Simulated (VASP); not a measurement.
Mg$_{2}$Sn (antifluorite): the cohesive energy from VASP (plane waves, PAW) at several levels of theory. Atoms are spin-polarised in a large box without symmetry, with the spin fixed by Hund's rule, and may not be in the lowest state of each functional; no zero-point energy is added.

| level | cohesive energy (eV/atom) |
|---|---|
| LDA | 2.82 |
| PBE | 2.26 |
| RPBE | 1.99 |
| PBE-D3(BJ) | 2.55 |

The cell of the LDA run:

```yaml
crystal:
  lattice:
    - [0.00000, 3.32531, 3.32531]
    - [3.32531, 0.00000, 3.32531]
    - [3.32531, 3.32531, 0.00000]
  atoms:
    - { symbol: Mg, position: [0.25000, 0.25000, 0.25000] }
    - { symbol: Mg, position: [0.75000, 0.75000, 0.75000] }
    - { symbol: Sn, position: [0.00000, 0.00000, 0.00000] }
```

Only levels that ran to the end are used. Left out are those held back, those with too coarse a band path, GW runs whose mesh misses a band edge, hybrids' fits of cells that aren't cubic and levels without matching references; a question may draw on a part of the rest.
